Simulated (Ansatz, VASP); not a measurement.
# Cross-check of WS2 (Tungstenite) between VASP and Ansatz, part 2 of 2

Aim: how closely do two programs agree when they are given the same cell, functional and k mesh? The cell is taken from a series of runs on this material, whose earlier steps may have relaxed, scaled, displaced or heated it; both programs get it as it stands.

VASP 6.6.1 and Ansatz 0.2.0.

So far: The structure; Ansatz: relaxation of cell and atoms, PBE; VASP: relaxation of cell and atoms, PBE.

### Step 3. VASP: relaxation of cell and atoms, PBE (continued)

Level of this step: PBE, no spin polarisation; plane waves and PAW (W, S) (VASP).

Numbers of over 12 decimals in the logs are rounded to 6 here.

From OUTCAR (step 3):

```text
ion  position               nearest neighbor table
   1  0.333  0.667  0.250-   6 2.42   4 2.42   6 2.42   6 2.42   4 2.42   4 2.42
   2  0.667  0.333  0.750-   5 2.42   3 2.42   5 2.42   5 2.42   3 2.42   3 2.42
   3  0.333  0.667  0.644-   2 2.42   2 2.42   2 2.42
   4  0.667  0.333  0.144-   1 2.42   1 2.42   1 2.42
   5  0.333  0.667  0.856-   2 2.42   2 2.42   2 2.42
   6  0.667  0.333  0.356-   1 2.42   1 2.42   1 2.42

  LATTYP: Found a hexagonal cell.
 ALAT       =     3.1878310000
 C/A-ratio  =     4.6521180075

 Subroutine GETGRP returns: Found 24 space group operations
 (whereof 12 operations were pure point group operations)

The static configuration has the point symmetry D_3d.
 The point group associated with its full space group is D_6h.

 Found     24 irreducible k-points:

   k-points           NKPTS =     24   k-points in BZ     NKDIM =     24   number of bands    NBANDS=     24

   dimension x,y,z NGX =    28 NGY =   28 NGZ =  120
   dimension x,y,z NGXF=    56 NGYF=   56 NGZF=  240

   ENCUT  =  600.0 eV  44.10 Ry    6.64 a.u.   6.37  6.37 29.62*2*pi/ulx,y,z

   NELECT =      36.0000    total number of electrons

 k-points in reciprocal lattice and weights: Automatic mesh
   0.00000000  0.00000000  0.00000000       0.006
   0.11111111 -0.00000000  0.00000000       0.037
   0.22222222 -0.00000000  0.00000000       0.037
   0.33333333 -0.00000000  0.00000000       0.037
   0.44444444 -0.00000000  0.00000000       0.037
   0.11111111  0.11111111  0.00000000       0.037
   0.22222222  0.11111111  0.00000000       0.074
   0.33333333  0.11111111  0.00000000       0.074
   0.44444444  0.11111111  0.00000000       0.037
[...]
0.33333333  0.22222222  0.50000000       0.074
   0.33333333  0.33333333  0.50000000       0.012

 average (electrostatic) potential at core
       1 -42.0611       2 -42.0611       3 -87.7788       4 -87.7788       5 -87.7788
       6 -87.7788

 E-fermi :   4.6650

 k-point     1 :       0.0000    0.0000    0.0000
  band No.  band energies     occupation
    ...
     14       2.0714      2.00000
     15       2.0738      2.00000
     16       2.0738      2.00000
     17       3.4150      2.00000
     18       3.8346      2.00000
     19       6.5673      0.00000
     20       6.5673      0.00000
     21       6.5683      0.00000
     22       6.5683      0.00000
     23       6.7100      0.00000
    ...

 k-point     2 :       0.1111   -0.0000    0.0000
  band No.  band energies     occupation
    ...
     14       1.7717      2.00000
     15       2.2044      2.00000
     16       2.4529      2.00000
     17       3.3567      2.00000
     18       3.6482      2.00000
     19       6.1993      0.00000
     20       6.4072      0.00000
     21       6.4091      0.00000
     22       6.4753      0.00000
     23       6.5367      0.00000
    ...

 k-point     3 :       0.2222   -0.0000    0.0000
  band No.  band energies     occupation
    ...
     14       1.5372      2.00000
     15       2.0065      2.00000
     16       2.2466      2.00000
     17       2.9458      2.00000
     18       3.0167      2.00000
     19       5.7733      0.00000
     20       6.1812      0.00000
     21       6.2507      0.00000
     22       6.2683      0.00000
     23       6.5919      0.00000
    ...

  Total        0.0011396      0.0011396     -0.0111820     -0.0000000      0.0000000     -0.0000000
  in kB        0.0140460      0.0140460     -0.1378227     -0.0000000      0.0000000     -0.0000000
  external PRESSURE =      -0.0365769 kB  Pullay stress =       0.0000000 kB

  energy-cutoff  :      600.00
  volume of cell :      129.99
      direct lattice vectors                 reciprocal lattice vectors
     3.182225794  0.000000001  0.000000000     0.314245457  0.181429732  0.000000000
    -1.591113395  2.755888747 -0.000000000    -0.000000000  0.362859350  0.000000000
    -0.000000000 -0.000000000 14.822394473    -0.000000000  0.000000000  0.067465483

 POSITION                                       TOTAL-FORCE (eV/Angst)
 -----------------------------------------------------------------------------------
      0.00000      1.83726      3.70560         0.000000      0.000000      0.000000
      1.59111      0.91863     11.11680         0.000000     -0.000000      0.000000
      0.00000      1.83726      9.54692        -0.000000     -0.000000      0.000808
      1.59111      0.91863      2.13572         0.000000     -0.000000      0.000808
      0.00000      1.83726     12.68667         0.000000      0.000000     -0.000808
      1.59111      0.91863      5.27547        -0.000000     -0.000000     -0.000808
 -----------------------------------------------------------------------------------
    total drift:                               -0.000604     -0.000017      0.000503

  FREE ENERGIE OF THE ION-ELECTRON SYSTEM (eV)
  ---------------------------------------------------
  free  energy   TOTEN  =       -47.4628276524 eV

  energy  without entropy=      -47.4628276524  energy(sigma->0) =      -47.46282765

 reached required accuracy - stopping structural energy minimisation

 total charge
# of ion       s       p       d       tot
------------------------------------------
    1        0.561   0.702   4.218   5.480
    2        0.561   0.702   4.218   5.480
    3        1.359   2.358   0.000   3.716
    4        1.359   2.358   0.000   3.716
    5        1.359   2.358   0.000   3.716
    6        1.359   2.358   0.000   3.716
--------------------------------------------------
tot          6.556  10.834   8.435  25.825

[... 3 further parts left out ...]
```

This run has no spin polarisation, so a moment on W, if there is one, isn't seen. The gap is read on the k-mesh alone, so it is an upper bound where the band edges lie off the mesh. The data set W keeps the semicore shell frozen, which is cheaper and a little less accurate. The run keeps the 24 symmetry operations of its start, so it cannot find a distortion of lower symmetry.

### Step 4. Differences

Known differences besides the potentials themselves: the data sets hold 52 valence electrons in Ansatz (on its default PAW (the set named soft_2) files) and 36 in VASP; the cutoff is 420 eV in Ansatz and 600 eV in VASP; Ansatz adds a Pulay correction to the stress that steers its cell, VASP none. Total energies have different zeros and are not compared.

Compared:

```csv
quantity,Ansatz,VASP,difference
volume (Å³),130.52,129.99,+0.41 %
"edge a after relaxation, in the typed setting (Å)",3.188,3.182,+0.18 %
"edge c after relaxation, in the typed setting (Å)",14.830,14.822,+0.05 %
```

### Step 5. Summary of results

- difference in volume (relaxation of cell and atoms, PBE): 0.41 %

The difference in volume is 0.41 % (relaxation of cell and atoms, PBE), within the 1.2 % picked in this series as the mark of a large difference, as far as the stopping tolerances let one tell. The data sets hold unlike numbers of valence electrons (52 in Ansatz and 36 in VASP), so part of the differences comes from the potentials. How closely two codes agree says nothing of how well the functional describes the real material.

[Lines on the potential files, build, host, timing and source positions are cut from VASP's logs without a mark.]

[Logs are printed without paths, hosts, clocks, repeated set-up lines and the standing remarks that a program may print on its own settings, such as how far it seeks lower states.]

[Hosts, paths, dates, database ids (printed as entryN), source tags and the programs' standing remarks are cut or masked in the printed files.]
